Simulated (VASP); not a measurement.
**NbP (relaxed from the WC structure, space group P-6m2): computed properties**

The numbers are results of r2SCAN meta-GGA, VASP's PBE PAW potentials (set 64) (plane waves; VASP), not measurements.

```yaml
space_group: P-6m2 (187)
cell: a = 3.3309 Å, b = 3.3309 Å, c = 3.3235 Å, α = 90.00°, β = 90.00°, γ = 120.00°
volume_per_atom: 15.97 Å³/atom
band gap (over mesh and band path): none (metal, semimetal or under 0.01 eV)
density: 6.44 g/cm³
```

```
NbP
1.0
    3.33093     0.00000     0.00000
   -1.66547     2.88467     0.00000
    0.00000     0.00000     3.32349
Nb P
1 1
Direct
  0.00000   0.00000   0.00000
  0.66667   0.33333   0.50000
```

The structure was generated: NbP was put into the WC type (P-6m2), which need not be its known phase. It was relaxed first. Symmetry was kept, so distortions that lower it aren't found.
